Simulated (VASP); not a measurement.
An input for Quantum ESPRESSO's pw.x (written as the equivalent of a VASP run, and not itself run):

```
&CONTROL
  calculation = 'vc-relax'
  pseudo_dir = './pseudo'
  outdir = './out'
  tprnfor = .true.
  tstress = .true.
  nstep = 40
  forc_conv_thr = 0.00078
/
&SYSTEM
  ibrav = 0
  nat = 1
  ntyp = 1
  ecutwfc = 56.6
  occupations = 'smearing'
  smearing = 'methfessel-paxton'
  degauss = 0.00735
  input_dft = 'pbe'
/
&ELECTRONS
  conv_thr = 7.3e-08
  electron_maxstep = 100
/
&IONS
/
&CELL
  press = 300
/
ATOMIC_SPECIES
  Ba 137.327 Ba.upf
CELL_PARAMETERS angstrom
    -1.9591239    1.9591239    1.9591239
     1.9591239   -1.9591239    1.9591239
     1.9591239    1.9591239   -1.9591239
ATOMIC_POSITIONS crystal
  Ba   0.0000000  0.0000000  0.0000000
K_POINTS automatic
  13 13 13 0 0 0
```

Write the VASP files for the same calculation (PBE).

This is not unique; one that fits is 
KPOINTS:
```
Automatic mesh
0
Gamma
13 13 13
0 0 0
```

**INCAR**
```
SYSTEM = Ba
PREC = Accurate
ENCUT = 500
EDIFF = 1E-6
NELM = 100
ALGO = Normal
LREAL = .FALSE.
LASPH = .TRUE.
ISMEAR = 1
SIGMA = 0.1
GGA = PE
LMAXMIX = 4
LWAVE = .FALSE.
LCHARG = .FALSE.
IBRION = 2
ISIF = 3
NSW = 40
EDIFFG = -0.02
PSTRESS = 300
```

File POSCAR:
```
Ba
1.0
 -1.9591238732   1.9591238732   1.9591238732
  1.9591238732  -1.9591238732   1.9591238732
  1.9591238732   1.9591238732  -1.9591238732
Ba
1
Direct
  0.0000000000   0.0000000000   0.0000000000
```

POTCAR, in this order: Ba_sv (PBE.64 set). Program: vasp_std.

Limits of the translation: the potentials are each code's own (VASP's PAW set, PseudoDojo norm-conserving files in pw.x), so ENCUT and ecutwfc are chosen apart and not converted; conv_thr bounds pw.x's estimated SCF error, while EDIFF bounds the energy change between steps; forc_conv_thr acts on force components and is met together with etot_conv_thr.

The compound is Ba in the bcc structure. This run relaxes it under an external pressure of 30 GPa. Symmetry was kept, so distortions that lower it aren't found.
